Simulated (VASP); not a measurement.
# La2O3 (P-3m1) in VASP: a series of runs, part 2 of 2

VASP 6.6.1.

**4. Band structure, r2SCAN**

INCAR

```
SYSTEM = La2O3
ALGO = Normal
EDIFF = 1E-6
ENCUT = 450
ISIF = 2
ISMEAR = 0
KPAR = 4
LASPH = .True.
LCHARG = .False.
LMAXMIX = 6
LMIXTAU = .True.
LREAL = .False.
LWAVE = .False.
METAGGA = R2SCAN
NELM = 120
PREC = Accurate
SIGMA = 0.02
```

KPOINTS

```
k-points
0
Gamma
  10 10 6
  0 0 0
```

POSCAR

```
La2O3                                   
1.0
    3.9365940110      0.0000000001      0.0000000000
   -1.9682969553      3.4091903997     -0.0000000000
    0.0000000000     -0.0000000000      6.1776239302
  La              O             
     2     3
Direct
     0.6666666699999979    0.3333333300000021    0.7527343808979549
     0.3333333300000021    0.6666666699999979    0.2472656191020451
     0.6666666699999979    0.3333333300000021    0.3546157206893956
     0.3333333300000021    0.6666666699999979    0.6453842793106043
     0.0000000000000000    0.0000000000000000    0.0000000000000000
```

KPOINTS_OPT

```
path GMKGALHA,LM,KH
10
line-mode
reciprocal
 0.0000000000  0.0000000000  0.0000000000  G
 0.5000000000  0.0000000000  0.0000000000  M

 0.5000000000  0.0000000000  0.0000000000  M
 0.3333333333  0.3333333333  0.0000000000  K

 0.3333333333  0.3333333333  0.0000000000  K
 0.0000000000  0.0000000000  0.0000000000  G

 0.0000000000  0.0000000000  0.0000000000  G
 0.0000000000  0.0000000000  0.5000000000  A

 0.0000000000  0.0000000000  0.5000000000  A
 0.5000000000  0.0000000000  0.5000000000  L

 0.5000000000  0.0000000000  0.5000000000  L
 0.3333333333  0.3333333333  0.5000000000  H

 0.3333333333  0.3333333333  0.5000000000  H
 0.0000000000  0.0000000000  0.5000000000  A

 0.5000000000  0.0000000000  0.5000000000  L
 0.5000000000  0.0000000000  0.0000000000  M

 0.3333333333  0.3333333333  0.0000000000  K
 0.3333333333  0.3333333333  0.5000000000  H
```

Command:

```
cat potpaw_PBE.64/La/POTCAR potpaw_PBE.64/O/POTCAR > POTCAR
mpirun -np 4 vasp_std > vasp.out
```

Run time: 2.7 min. Hardware: 4 MPI ranks of Intel Xeon 6975P-C (Granite Rapids), shared host; peak memory 0.3 GiB.

It converged, with:

| Quantity | Value |
| --- | --- |
| Free energy | -96.0698 eV |
| Largest force | 0.016 eV/Å |
| Band gap on the k mesh | 4.28 eV, indirect (least direct gap 4.43 eV) |
| Band gap along the path | 4.24 eV, indirect (least direct gap 4.36 eV) |

Forces on the atoms (eV/Å):
```
La   0.000  0.000  0.016
La   0.000  0.000 -0.016
O    0.000  0.000  0.000
O    0.000  0.000  0.000
O    0.000  0.000  0.000
```

Levels at the corners of the path, in eV from the valence-band top:
```csv
point,band 18,band 19,band 20,band 21,band 22,band 23
Γ,-0.35,-0.35,-0.10,4.75,5.15,5.15
M,-0.67,-0.41,-0.29,4.30,5.25,5.78
M,-0.67,-0.41,-0.29,4.30,5.25,5.77
K,-0.80,-0.78,-0.12,4.24,5.30,5.30
K,-0.80,-0.78,-0.12,4.24,5.30,5.30
Γ,-0.35,-0.35,-0.10,4.75,5.15,5.15
Γ,-0.35,-0.35,-0.10,4.75,5.15,5.15
A,-0.74,-0.27,-0.27,5.21,5.30,5.30
A,-0.74,-0.27,-0.27,5.21,5.30,5.30
L,-0.68,-0.36,0.00,4.90,5.06,5.69
L,-0.68,-0.36,0.00,4.90,5.06,5.69
H,-0.28,-0.28,-0.24,4.65,5.35,5.50
H,-0.28,-0.28,-0.24,4.65,5.35,5.50
A,-0.74,-0.27,-0.27,5.21,5.30,5.30
L,-0.68,-0.36,0.00,4.90,5.06,5.69
M,-0.67,-0.41,-0.29,4.30,5.25,5.76
K,-0.80,-0.78,-0.12,4.24,5.30,5.30
H,-0.28,-0.28,-0.24,4.65,5.35,5.50
```

Caveat: the cutoff is under 1.25 times the usual one of these potentials, so pressure, stress and relaxed cells hold a basis-set (Pulay) error; the PAW data sets were made with another functional, which shifts forces and pressure a little; spin-orbit coupling is left out, which moves the levels of the heavy elements.

**5. Band structure, PBE**

INCAR

```
SYSTEM = La2O3
ALGO = Fast
EDIFF = 1E-6
ENCUT = 300
GGA = PE
ISIF = 2
ISMEAR = 0
KPAR = 4
LASPH = .True.
LCHARG = .False.
LMAXMIX = 6
LREAL = .False.
LWAVE = .False.
NELM = 120
PREC = Accurate
SIGMA = 0.02
```

KPOINTS is that of step 4.

POSCAR is that of step 4.

KPOINTS_OPT is that of step 4.

Command:

```
cat potpaw_PBE.64/La/POTCAR potpaw_PBE.64/O/POTCAR > POTCAR
mpirun -np 4 vasp_std > vasp.out
```

Run time: 69 s. Hardware: 4 MPI ranks of Intel Xeon 6975P-C (Granite Rapids), shared host; peak memory 0.23 GiB.

The run converged, but a check on its numbers failed (symmetry, net force, bounds or a known fault of this set-up), so they aren't taken as properties of the crystal.

Caveat: the cutoff lies under the usual one of these potentials, so the numbers hold a large basis-set error; spin-orbit coupling is left out, which moves the levels of the heavy elements.

**6. Band structure, PBE**

Edit INCAR of step 5 so:

```diff
@@ -3,3 +3,3 @@
 EDIFF = 1E-6
-ENCUT = 300
+ENCUT = 600
 GGA = PE
```

KPOINTS is that of step 5.

POSCAR is that of step 5.

KPOINTS_OPT is that of step 5.

Potentials or basis: VASP PAW PBE potentials, release 64 (La, O).

Command:

```
cat potpaw_PBE.64/La/POTCAR potpaw_PBE.64/O/POTCAR > POTCAR
mpirun -np 4 vasp_std > vasp.out
```

OUTCAR:

```text
SYSTEM = La2O3
   EDIFF = 1E-6
   ENCUT = 600
   GGA = PE
   ISIF = 2
   ISMEAR = 0
   LASPH = .True.
   LREAL = .False.
   NELM = 120
   PREC = Accurate

 ion  position               nearest neighbor table
   1  0.667  0.333  0.753-   4 2.37   4 2.37   4 2.37   3 2.46   5 2.74   5 2.74   5 2.74
   2  0.333  0.667  0.247-   3 2.37   3 2.37   3 2.37   4 2.46   5 2.74   5 2.74   5 2.74
   3  0.667  0.333  0.355-   2 2.37   2 2.37   2 2.37   1 2.46
[... 856 lines left out ...]
  --------------------------------------------------------------------------------------
  -------------------------------------------------------------------------------------
  Total        0.0208510      0.0208510      0.0247599      0.0000000     -0.0000000     -0.0000000
  in kB        0.4029426      0.4029426      0.4784823      0.0000000     -0.0000000     -0.0000000
  external PRESSURE =       0.4281225 kB  Pullay stress =       0.0000000 kB

 VOLUME and BASIS-vectors are now :
 -----------------------------------------------------------------------------
  energy-cutoff  :      600.00
  volume of cell :       82.91
      direct lattice vectors                 reciprocal lattice vectors
     3.936594011  0.000000000  0.000000000     0.254026704  0.146662383  0.000000000
    -1.968296955  3.409190400  0.000000000    -0.000000000  0.293324773  0.000000000
     0.000000000  0.000000000  6.177623930     0.000000000  0.000000000  0.161874535

 POSITION                                       TOTAL-FORCE (eV/Angst)
 -----------------------------------------------------------------------------------
      1.96830      1.13640      4.65011        -0.000000     -0.000000     -0.002966
      0.00000      2.27279      1.52751         0.000000      0.000000      0.002966
      1.96830      1.13640      2.19068         0.000000      0.000000     -0.001228
      0.00000      2.27279      3.98694        -0.000000     -0.000000      0.001228
      0.00000      0.00000      0.00000        -0.000000      0.000000      0.000000
 -----------------------------------------------------------------------------------
    total drift:                               -0.000000      0.000000     -0.000000

  FREE ENERGIE OF THE ION-ELECTRON SYSTEM (eV)
  ---------------------------------------------------
  free  energy   TOTEN  =       -41.8326802835 eV

  energy  without entropy=      -41.8326802835  energy(sigma->0) =      -41.83268028
```

stdout:

```text
POSCAR found type information on POSCAR LaO
 POSCAR found :  2 types and       5 ions
 scaLAPACK will be used
 LDA part: xc-table for (Slater+PW92), standard interpolation
 POSCAR, INCAR and KPOINTS ok, starting setup
 FFT: planning ... GRIDC
 FFT: planning ... GRID_SOFT
 FFT: planning ... GRID
 WAVECAR not read
 entering main loop
WARNING in EDDRMM: call to ZHEGV failed, returncode =   8  4      1
WARNING in EDDRMM: call to ZHEGV failed, returncode =   8  4      1
WARNING in EDDRMM: call to ZHEGV failed, returncode =   8  4      2
WARNING in EDDRMM: call to ZHEGV failed, returncode =   8  4      2
WARNING in EDDRMM: call to ZHEGV failed, returncode =   8  4      2
WARNING in EDDRMM: call to ZHEGV failed, returncode =   8  4     17
WARNING in EDDRMM: call to ZHEGV failed, returncode =   8  4      2
WARNING in EDDRMM: call to ZHEGV failed, returncode =   8  4      1
WARNING in EDDRMM: call to ZHEGV failed, returncode =   8  4      1
WARNING in EDDRMM: call to ZHEGV failed, returncode =   8  4      1
WARNING in EDDRMM: call to ZHEGV failed, returncode =   8  4     12
WARNING in EDDRMM: call to ZHEGV failed, returncode =   6  3     23
WARNING in EDDRMM: call to ZHEGV failed, returncode =   6  3     17
 Start KPOINTS_OPT (optional k-point list driver)
k-point batch [1-72\90]
k-point batch [73-90\90]
```

Run time: 3.1 min. Hardware: 4 MPI ranks of Intel Xeon 6975P-C (Granite Rapids), shared host; peak memory 0.43 GiB.

Results:

* Free energy: -41.8327 eV
* Pressure: 0.0 GPa
* Band gap on the k mesh: 3.86 eV, indirect (least direct gap 4.04 eV)
* Band gap along the path: 3.86 eV, indirect (least direct gap 3.98 eV)

Forces in eV/Å, atoms in the order of the input:
```
La   0.000  0.000 -0.003
La   0.000  0.000  0.003
O    0.000  0.000 -0.001
O    0.000  0.000  0.001
O    0.000  0.000  0.000
```

Levels at the corners of the path, in eV from the valence-band top:
| point | band 17 | band 18 | band 19 | band 20 | band 21 | band 22 | band 23 | band 24 |
| --- | --- | --- | --- | --- | --- | --- | --- | --- |
| Γ | -1.62 | -0.35 | -0.35 | -0.09 | 4.27 | 4.62 | 4.62 | 5.09 |
| M | -0.71 | -0.64 | -0.40 | -0.29 | 3.86 | 4.69 | 5.12 | 5.18 |
| M | -0.71 | -0.64 | -0.40 | -0.29 | 3.86 | 4.69 | 5.12 | 5.18 |
| K | -0.79 | -0.79 | -0.77 | -0.11 | 3.87 | 4.73 | 4.73 | 4.95 |
| K | -0.79 | -0.79 | -0.77 | -0.11 | 3.87 | 4.73 | 4.73 | 4.95 |
| Γ | -1.62 | -0.35 | -0.35 | -0.09 | 4.27 | 4.62 | 4.62 | 5.11 |
| Γ | -1.62 | -0.35 | -0.35 | -0.09 | 4.27 | 4.62 | 4.62 | 5.09 |
| A | -0.97 | -0.75 | -0.26 | -0.26 | 4.66 | 4.74 | 4.74 | 4.89 |
| A | -0.97 | -0.75 | -0.26 | -0.26 | 4.66 | 4.74 | 4.74 | 4.89 |
| L | -0.94 | -0.68 | -0.35 | 0.00 | 4.37 | 4.60 | 5.02 | 5.17 |
| L | -0.94 | -0.68 | -0.35 | 0.00 | 4.37 | 4.60 | 5.02 | 5.16 |
| H | -0.54 | -0.27 | -0.27 | -0.22 | 4.24 | 4.83 | 4.89 | 4.89 |
| H | -0.54 | -0.27 | -0.27 | -0.22 | 4.24 | 4.83 | 4.89 | 4.89 |
| A | -0.97 | -0.75 | -0.26 | -0.26 | 4.66 | 4.74 | 4.74 | 4.89 |
| L | -0.94 | -0.68 | -0.35 | 0.00 | 4.37 | 4.60 | 5.02 | 5.15 |
| M | -0.71 | -0.64 | -0.40 | -0.29 | 3.86 | 4.69 | 5.12 | 5.23 |
| K | -0.79 | -0.79 | -0.77 | -0.11 | 3.87 | 4.73 | 4.73 | 4.95 |
| H | -0.54 | -0.27 | -0.27 | -0.22 | 4.24 | 4.83 | 4.89 | 4.89 |

Caveat: spin-orbit coupling is left out, which moves the levels of the heavy elements.

**7. Overview**

```csv
level,potentials or basis,cutoff (eV),further INCAR settings,gap on the mesh (eV),largest force (eV/Å)
LDA,"VASP PAW LDA potentials, release 64 (La, O)",450,ALGO = Fast; EDIFF = 1e-06,3.74,0.17
PBE,"VASP PAW PBE potentials, release 64 (La, O)",450,ALGO = Fast; EDIFF = 1e-06,3.86,-
r2SCAN,"VASP PAW PBE potentials, release 64 (La, O)",450,ALGO = Normal; EDIFF = 1e-06,4.28,0.02
PBE,"VASP PAW PBE potentials, release 64 (La, O)",600,ALGO = Fast; EDIFF = 1e-06,3.86,-
```

Alike in all rows: task band structure; no spin polarisation; cell as given; k mesh 10 × 10 × 6; smearing gaussian 0.02 eV.

Caveats: spin-orbit coupling is left out, which moves the levels of the heavy elements; the cutoff is under 1.25 times the usual one of these potentials, so pressure, stress and relaxed cells hold a basis-set (Pulay) error (some runs); the PAW data sets were made with another functional, which shifts forces and pressure a little (some runs).

Total energies depend on the potentials used, so only differences within one code and one set of settings carry meaning.
